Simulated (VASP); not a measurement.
Data:

```
CELL_PARAMETERS angstrom
      0.00000     2.96793     2.96793
      2.96793     0.00000     2.96793
      2.96793     2.96793     0.00000
ATOMIC_POSITIONS crystal
  In 0.00000 0.00000 0.00000
  P  0.25000 0.25000 0.25000
```

The numbers are results of PBEsol GGA, VASP's PBE PAW potentials (set 64) (plane waves; VASP), not measurements. Settings: 520 eV cut-off, 8×8×8 Γ-centred mesh, Gaussian smearing of 0.050 eV, potentials In_d P.

Task: The job: InP (zinc blende), 2 atoms, PBEsol, static run, 520 eV, 8×8×8 Γ-centred mesh. Roughly how much core time does it take on a busy server core?

Result: About 10 core-seconds (one run on a shared machine, a rough figure). It had 29 irreducible k-points, 13 bands, up to 1424 plane waves and 13 electronic steps.

The compound is InP in the zinc blende structure. This cell is one point of a volume scan, at 1.03 of the reference volume.
